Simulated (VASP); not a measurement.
A 63-atom supercell of C (diamond) holds Si on the C site with a neighbouring C vacancy in charge state +1. It is relaxed twice, with the total moment held at 1 and at 3 μB. The numbers are results of PBE GGA, VASP's PBE PAW potentials (set 64) (plane waves; VASP 6.6.1), not measurements. Run with PREC = Normal, LREAL = Auto, ISYM = 0, NELECT = 251.0, EDIFF = 1E-5, 400 eV cut-off, 1×1×1 Γ-centred mesh, Gaussian smearing of 0.050 eV, potentials C Si.

The cell is charged, with a uniform compensating background. The supercell is sampled at Γ alone, which is coarse: total energies, pressure and levels can be off, energies of defects by several tenths of an eV.

**Question.** Which spin state lies lower, and by how much?

**Answer.** The state with 1 μB lies lower, by 1.19 eV.

The cell is a supercell with a defect, built from C (diamond).
